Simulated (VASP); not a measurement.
Here is the system:

```
CELL_PARAMETERS angstrom
      0.00000     2.89830     2.89830
      2.89830     0.00000     2.89830
      2.89830     2.89830     0.00000
ATOMIC_POSITIONS crystal
  Ru 0.00000 0.00000 0.00000
  S  0.25000 0.25000 0.25000
```

Calculation: PBEsol GGA, VASP's PBE PAW potentials (set 64) (plane waves; VASP). Settings: 400 eV cut-off, 10×10×10 Γ-centred mesh, first-order Methfessel-Paxton smearing of 0.10 eV, potentials Ru_pv S.

Energy and stress use the plane-wave basis of the starting cell.

The ions, cell shape and volume are relaxed. Which structure does the run end with?

```
CELL_PARAMETERS angstrom
      0.00000     2.56864     2.56864
      2.56864     0.00000     2.56864
      2.56864     2.56864     0.00000
ATOMIC_POSITIONS crystal
  Ru 0.00000 0.00000 0.00000
  S  0.25000 0.25000 0.25000
```
Space group F-43m (216), at a tolerance of 0.03 Å.

How do energy and volume change from the first to the last step?

The energy (σ→0) changes by -825.5 meV/atom and the volume by -30.4 %, in 7 ionic steps.

The structure was generated: RuS was put into the zinc blende type (F-43m), which need not be its known phase. This run relaxes it. Symmetry was kept, so distortions that lower it aren't found.
